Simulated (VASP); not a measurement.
These are PBEsol GGA, VASP's PBE PAW potentials (set 64) (plane waves; VASP 6.6.1) values and carry that method's errors.

A VASP calculation is set up with these files.

### KPOINTS
```
Regular mesh
0
Gamma
  8 8 4
0 0 0
```

File POSCAR:
```
PdSb
1
    4.0266386054    -0.0000000000     0.0000000000
   -2.0133193027     3.4871712124    -0.0000000000
    0.0000000000    -0.0000000000     7.3193001769
Pd Sb
2 2
Direct
  0.3333330000   0.6666670000   0.0109584349
  0.6666670000   0.3333330000   0.5109584349
  0.3333330000   0.6666670000   0.3640415651
  0.6666670000   0.3333330000   0.8640415651
```

INCAR:
```
EDIFF  =  1E-6
NSW  =  60
LASPH  =  .TRUE.   # aspherical one-centre terms
ISIF  =  3   # ions, shape and volume
ALGO  =  Normal
LMAXMIX  =  4   # l cut-off of mixed one-centre charges
LCHARG  =  .FALSE.
LREAL  =  .FALSE.   # projection in real space or not
LWAVE  =  .FALSE.
IBRION  =  2
ISMEAR  =  1   # Methfessel-Paxton
EDIFFG  =  -0.02
SYSTEM  =  PdSb
NELM  =  100
PREC  =  Accurate
ENCUT  =  400   # plane-wave cut-off (eV)
SIGMA  =  0.1
GGA  =  PS   # PBEsol
```

POTCAR, in this order: Pd Sb (PBE.64 set). Program: vasp_std.

The run wrote:

### OSZICAR
```
...
DAV:   4    -0.214772569995E+02    0.25594E-03   -0.21736E-03  1196   0.229E-01    0.631E-02
DAV:   5    -0.214772138806E+02    0.43119E-04   -0.20867E-04  1229   0.131E-01    0.496E-02
DAV:   6    -0.214772218313E+02   -0.79507E-05   -0.41731E-05  1183   0.470E-02    0.128E-02
DAV:   7    -0.214772180742E+02    0.37571E-05   -0.92241E-06  1161   0.274E-02    0.589E-03
DAV:   8    -0.214772182562E+02   -0.18207E-06   -0.81752E-07   576   0.729E-03
  17 F= -.21477218E+02 E0= -.21476286E+02  d E =-.335244E-01
       N       E                     dE             d eps       ncg     rms          rms(c)
DAV:   1    -0.217398371583E+02   -0.26262E+00   -0.59206E+00  1146   0.190E+01    0.294E+00
DAV:   2    -0.216079192424E+02    0.13192E+00   -0.14112E+00  1140   0.116E+01    0.130E+00
DAV:   3    -0.215695840625E+02    0.38335E-01   -0.14049E-01  1157   0.399E+00    0.380E-01
DAV:   4    -0.215673022279E+02    0.22818E-02   -0.21062E-02  1185   0.717E-01    0.196E-01
DAV:   5    -0.215668704375E+02    0.43179E-03   -0.18015E-03  1235   0.391E-01    0.161E-01
DAV:   6    -0.215669269994E+02   -0.56562E-04   -0.35046E-04  1192   0.126E-01    0.432E-02
DAV:   7    -0.215668867780E+02    0.40221E-04   -0.96492E-05  1165   0.888E-02    0.197E-02
DAV:   8    -0.215668878751E+02   -0.10971E-05   -0.10895E-05  1199   0.211E-02    0.330E-03
DAV:   9    -0.215668877203E+02    0.15475E-06   -0.14900E-06   579   0.122E-02
  18 F= -.21566888E+02 E0= -.21565953E+02  d E =-.123194E+00
       N       E                     dE             d eps       ncg     rms          rms(c)
DAV:   1    -0.223782137965E+02   -0.81133E+00   -0.23486E+01  1140   0.377E+01    0.605E+00
DAV:   2    -0.218385525741E+02    0.53966E+00   -0.56742E+00  1140   0.228E+01    0.249E+00
DAV:   3    -0.216890112710E+02    0.14954E+00   -0.55915E-01  1177   0.808E+00    0.731E-01
DAV:   4    -0.216799617940E+02    0.90495E-02   -0.83974E-02  1169   0.145E+00    0.426E-01
DAV:   5    -0.216781946673E+02    0.17671E-02   -0.65799E-03  1242   0.752E-01    0.351E-01
DAV:   6    -0.216783841547E+02   -0.18949E-03   -0.15602E-03  1182   0.240E-01    0.878E-02
DAV:   7    -0.216782183085E+02    0.16585E-03   -0.38410E-04  1164   0.181E-01    0.422E-02
DAV:   8    -0.216782180233E+02    0.28524E-06   -0.64374E-05  1204   0.467E-02    0.841E-03
DAV:   9    -0.216782179549E+02    0.68369E-07   -0.27371E-06   820   0.141E-02
  19 F= -.21678218E+02 E0= -.21677316E+02  d E =-.234524E+00
       N       E                     dE             d eps       ncg     rms          rms(c)
DAV:   1    -0.218581744665E+02   -0.17996E+00   -0.59658E+00  1140   0.193E+01    0.297E+00
DAV:   2    -0.217219041392E+02    0.13627E+00   -0.13430E+00  1140   0.114E+01    0.120E+00
DAV:   3    -0.216888748541E+02    0.33029E-01   -0.12485E-01  1163   0.378E+00    0.395E-01
DAV:   4    -0.216863841540E+02    0.24907E-02   -0.19067E-02  1172   0.688E-01    0.187E-01
DAV:   5    -0.216859896733E+02    0.39448E-03   -0.16789E-03  1249   0.379E-01    0.152E-01
DAV:   6    -0.216860417743E+02   -0.52101E-04   -0.31249E-04  1185   0.121E-01    0.404E-02
DAV:   7    -0.216860072891E+02    0.34485E-04   -0.74913E-05  1163   0.777E-02    0.190E-02
DAV:   8    -0.216860075605E+02   -0.27136E-06   -0.10094E-05  1210   0.191E-02    0.319E-03
DAV:   9    -0.216860074170E+02    0.14348E-06   -0.12304E-06   576   0.111E-02
  20 F= -.21686007E+02 E0= -.21685144E+02  d E =-.242314E+00
       N       E                     dE             d eps       ncg     rms          rms(c)
DAV:   1    -0.217027673214E+02   -0.16760E-01   -0.53854E-01  1140   0.586E+00    0.862E-01
DAV:   2    -0.216906945007E+02    0.12073E-01   -0.11330E-01  1140   0.340E+00    0.359E-01
DAV:   3    -0.216880319316E+02    0.26626E-02   -0.10140E-02  1155   0.105E+00    0.136E-01
DAV:   4    -0.216877840582E+02    0.24787E-03   -0.13539E-03  1188   0.185E-01    0.560E-02
DAV:   5    -0.216877453733E+02    0.38685E-04   -0.16344E-04  1244   0.113E-01    0.386E-02
DAV:   6    -0.216877442242E+02    0.11491E-05   -0.31109E-05  1187   0.453E-02    0.970E-03
DAV:   7    -0.216877430921E+02    0.11321E-05   -0.49134E-06  1146   0.200E-02    0.418E-03
DAV:   8    -0.216877431323E+02   -0.40207E-07   -0.41365E-07   579   0.573E-03
  21 F= -.21687743E+02 E0= -.21686867E+02  d E =-.244049E+00
       N       E                     dE             d eps       ncg     rms          rms(c)
DAV:   1    -0.217162316171E+02   -0.28489E-01   -0.16160E+00  1140   0.831E+00    0.855E-01
DAV:   2    -0.217070673621E+02    0.91643E-02   -0.13090E-01  1158   0.348E+00    0.390E-01
DAV:   3    -0.217044985993E+02    0.25688E-02   -0.13391E-02  1157   0.120E+00    0.155E-01
DAV:   4    -0.217043205739E+02    0.17803E-03   -0.95878E-04  1184   0.168E-01    0.758E-02
DAV:   5    -0.217042456961E+02    0.74878E-04   -0.23877E-04  1238   0.122E-01    0.293E-02
DAV:   6    -0.217042413009E+02    0.43952E-05   -0.26781E-05  1187   0.476E-02    0.108E-02
DAV:   7    -0.217042402719E+02    0.10290E-05   -0.25852E-06   960   0.108E-02    0.541E-03
DAV:   8    -0.217042402708E+02    0.10964E-08   -0.44383E-07   570   0.416E-03
  22 F= -.21704240E+02 E0= -.21703555E+02  d E =-.164971E-01
       N       E                     dE             d eps       ncg     rms          rms(c)
DAV:   1    -0.217109779582E+02   -0.67377E-02   -0.56878E-01  1140   0.491E+00    0.508E-01
DAV:   2    -0.217077691618E+02    0.32088E-02   -0.46692E-02  1155   0.207E+00    0.233E-01
DAV:   3    -0.217068157711E+02    0.95339E-03   -0.48293E-03  1155   0.721E-01    0.889E-02
DAV:   4    -0.217067507418E+02    0.65029E-04   -0.35736E-04  1186   0.102E-01    0.424E-02
DAV:   5    -0.217067239679E+02    0.26774E-04   -0.79149E-05  1233   0.712E-02    0.179E-02
DAV:   6    -0.217067218190E+02    0.21490E-05   -0.88844E-06  1172   0.271E-02    0.666E-03
DAV:   7    -0.217067214017E+02    0.41731E-06   -0.83899E-07   585   0.643E-03
  23 F= -.21706721E+02 E0= -.21706120E+02  d E =-.189783E-01
       N       E                     dE             d eps       ncg     rms          rms(c)
DAV:   1    -0.217067331695E+02   -0.11351E-04   -0.16335E-03  1140   0.262E-01    0.274E-02
DAV:   2    -0.217067238204E+02    0.93491E-05   -0.13275E-04  1152   0.110E-01    0.123E-02
DAV:   3    -0.217067215900E+02    0.22304E-05   -0.13727E-05  1146   0.386E-02    0.470E-03
DAV:   4    -0.217067217616E+02   -0.17162E-06   -0.98850E-07   573   0.558E-03
  24 F= -.21706722E+02 E0= -.21706117E+02  d E =-.189786E-01
       N       E                     dE             d eps       ncg     rms          rms(c)
DAV:   1    -0.217083951316E+02   -0.16735E-02   -0.35918E-02  1143   0.155E+00    0.230E-01
DAV:   2    -0.217074735643E+02    0.92157E-03   -0.70267E-03  1155   0.836E-01    0.971E-02
DAV:   3    -0.217072534588E+02    0.22011E-03   -0.73965E-04  1163   0.279E-01    0.438E-02
DAV:   4    -0.217072112393E+02    0.42220E-04   -0.14210E-04  1155   0.700E-02    0.137E-02
DAV:   5    -0.217072079282E+02    0.33111E-05   -0.12120E-05  1229   0.308E-02    0.103E-02
DAV:   6    -0.217072071054E+02    0.82274E-06   -0.26733E-06   832   0.128E-02
  25 F= -.21707207E+02 E0= -.21706591E+02  d E =-.485344E-03
       N       E                     dE             d eps       ncg     rms          rms(c)
DAV:   1    -0.217083134918E+02   -0.11056E-02   -0.31636E-02  1143   0.145E+00    0.215E-01
DAV:   2    -0.217075004731E+02    0.81302E-03   -0.62130E-03  1155   0.786E-01    0.918E-02
DAV:   3    -0.217073046984E+02    0.19577E-03   -0.65791E-04  1163   0.263E-01    0.412E-02
DAV:   4    -0.217072671976E+02    0.37501E-04   -0.12616E-04  1158   0.658E-02    0.130E-02
DAV:   5    -0.217072642230E+02    0.29746E-05   -0.10735E-05  1232   0.290E-02    0.982E-03
DAV:   6    -0.217072634561E+02    0.76694E-06   -0.23649E-06   736   0.122E-02
  26 F= -.21707263E+02 E0= -.21706636E+02  d E =-.541694E-03
```

### OUTCAR
```
------------------------ aborting loop because EDIFF is reached ----------------------------------------
  FORCE on cell =-STRESS in cart. coord.  units (eV):
  Direction    XX          YY          ZZ          XY          YZ          ZX
  --------------------------------------------------------------------------------------
  Total       -0.0311987     -0.0311987     -0.0468638     -0.0000000      0.0000000     -0.0000000
  in kB       -0.5839796     -0.5839796     -0.8772010     -0.0000000      0.0000000     -0.0000000
  external PRESSURE =      -0.6817201 kB  Pullay stress =       0.0000000 kB
  volume of cell :       85.60
      direct lattice vectors                 reciprocal lattice vectors
     3.347547232 -0.000000000 -0.000000000     0.298726181  0.172469644 -0.000000000
    -1.673773616  2.899060886 -0.000000000     0.000000000  0.344939289 -0.000000000
    -0.000000000  0.000000000  8.819921617     0.000000000  0.000000000  0.113379692
 POSITION                                       TOTAL-FORCE (eV/Angst)
 -----------------------------------------------------------------------------------
     -0.00000      1.93271      0.33256        -0.000000      0.000000      0.015501
      1.67378      0.96635      4.74252         0.000000      0.000000      0.015501
     -0.00000      1.93271      2.97491        -0.000000     -0.000000     -0.015501
      1.67378      0.96635      7.38487         0.000000     -0.000000     -0.015501
 -----------------------------------------------------------------------------------
    total drift:                               -0.000755      0.000436      0.001115
  FREE ENERGIE OF THE ION-ELECTRON SYSTEM (eV)
  ---------------------------------------------------
  free  energy   TOTEN  =       -21.7072634561 eV

  energy  without entropy=      -21.7053815944  energy(sigma->0) =      -21.70663617

 reached required accuracy - stopping structural energy minimisation
```
(Selected blocks of OUTCAR.)

### CONTCAR
```
PdSb
   1.00000000000000
     3.3475472322063240   -0.0000000000000000   -0.0000000000000000
    -1.6737736161031620    2.8990608864069261   -0.0000000000000000
    -0.0000000000000000    0.0000000000000001    8.8199216171356110
  Pd              Sb
     2     2
Direct
     0.3333330000000032    0.6666669999999968    0.0377053306874257
     0.6666669999999968    0.3333330000000032    0.5377053306874260
     0.3333330000000032    0.6666669999999968    0.3372946693125744
     0.6666669999999968    0.3333330000000032    0.8372946693125740
```

Energy and stress use the plane-wave basis of the starting cell.

The structure was generated: PdSb was put into the wurtzite type (P6_3mc), which need not be its known phase. This run relaxes it. Symmetry was kept, so distortions that lower it aren't found. The start is the result of an earlier pass.
